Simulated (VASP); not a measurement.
An input for Ansatz (written as the equivalent of a VASP run, and not itself run):

Ansatz 0.2 input:
```yaml
crystal:
  lattice:
    - [1.8695413, -3.3029035, 0.0000000]
    - [1.8695413, 3.3029035, 0.0000000]
    - [0.0000000, 0.0000000, 6.2694141]
  atoms:
    - { symbol: Zr, position: [0.0000000, 0.0000000, 0.0000000] }
    - { symbol: Se, position: [0.3333330, 0.6666670, 0.2576313] }
    - { symbol: Se, position: [0.6666670, 0.3333330, 0.7423687] }
kpoints:
  mp_grid: { grid: [6, 6, 4] }
hamiltonian:
  xc: pbesol
  pseudopotentials: { kind: paw }
scf:
  occupations: { method: gaussian, width: 0.05 }
  max_iter: 100
relax:
  max_steps: 30
  f_tol: 0.01
output: { forces: true, stress: true, eigenvalues: true }
```

Question: Write the VASP files for the same calculation (PBEsol).

Answer: This is not unique; one that fits is 
**INCAR**
```
SYSTEM=ZrSe2
PREC=Accurate; ENCUT=480; LREAL=.FALSE.
LASPH=.TRUE.
EDIFF=1E-7; NELM=100; ALGO=Normal
LMAXMIX=4
ISMEAR=0; SIGMA=0.05
GGA=PS
IBRION=2; NSW=30; ISIF=2
EDIFFG=-0.01
LWAVE=.FALSE.; LCHARG=.FALSE.
```

### POSCAR
```
ZrSe2
1.0
  1.8695412819  -3.3029035233   0.0000000000
  1.8695412819   3.3029035233   0.0000000000
  0.0000000000   0.0000000000   6.2694141287
Zr Se
1 2
Cart
  0.0000000000   0.0000000000   0.0000000000
  1.8695412819   1.1009700430   1.6151971561
  1.8695412819  -1.1009700430   4.6542169726
```

KPOINTS:
```
Automatic
0
gamma
6 6 4
0 0 0
```

POTCAR, in this order: Zr_sv Se (PBE.64 set). Program: vasp_std.

The two are equivalent in intent, not identical: each code has its own PAW files, so the cut-off isn't converted (ENCUT is set for VASP's; basis.ecutwfc is left out, and Ansatz then takes the one that its files recommend); Ansatz stops its SCF on the density residual and VASP on the energy change (EDIFF).

The compound is ZrSe2 in the 1T layered structure. This cell was strained or had an atom moved on purpose. Symmetry was kept, so distortions that lower it aren't found.
